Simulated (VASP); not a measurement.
Write the native input for VASP 6.6.1 that does the following.

- Task: single point
- Functional: PBE
- Potentials or basis: VASP PAW PBE potentials, release 64 (Cs_sv, Li_sv, O)
- Cutoff: 520 eV
- k mesh: 5 × 5 × 8
- Occupations: fermi-dirac, width 0.05 eV
- Spin: no spin polarisation
- Further INCAR settings: ALGO = Normal; EDIFF = 1e-07; NBANDS = 24

The structure of CsLi3O2 lies in POSCAR:

```
CsLi3O2
1.0
    6.0160349100      0.0000000000      0.0000000000
   -3.0080174600      5.2100390600      0.0000000000
    0.0000000000      0.0000000000      3.1564342000
Cs Li O
1 3 2
Direct
    0.0000000000      0.0000000000      0.5000000000
    0.0000000000      0.5000000000      0.0000000000
    0.5000000000      0.5000000000      0.0000000000
    0.5000000000      0.0000000000      0.0000000000
    0.6666666700      0.3333333300      0.5000000000
    0.3333333300      0.6666666700      0.5000000000
```

The cell was built by a generator and needn't be a form met in nature.

The input as run:

INCAR

```
SYSTEM = CsLi3O2
PREC = Accurate
ENCUT = 520
EDIFF = 1E-7
ISMEAR = -1
SIGMA = 0.05
LREAL = .False.
LASPH = .True.
NELM = 60
ALGO = Normal
ISIF = 2
LWAVE = .False.
LCHARG = .False.
GGA = PE
NBANDS = 24
```

KPOINTS

```
regular mesh
0
Gamma
  5 5 8
  0 0 0
```

Potentials or basis: VASP PAW PBE potentials, release 64 (Cs_sv, Li_sv, O).

Launch:

```console
$ cat potpaw_PBE.64/Cs_sv/POTCAR potpaw_PBE.64/Li_sv/POTCAR potpaw_PBE.64/O/POTCAR > POTCAR
$ mpirun -np 1 vasp_std > vasp.out
```

Results of the run:

```json
{
 "Band gap on the k mesh": "0.49 eV, indirect (least direct gap 0.97 eV)"
}
```

Caveat: spin-orbit coupling is left out, which moves the levels of the heavy elements; an odd mesh through Γ misses points on the zone boundary, where band edges often lie.

It took 46 s on 1 thread of AMD EPYC 9R45 96-Core Processor (Zen 5), with other jobs on the host, peak memory 0.21 GiB.
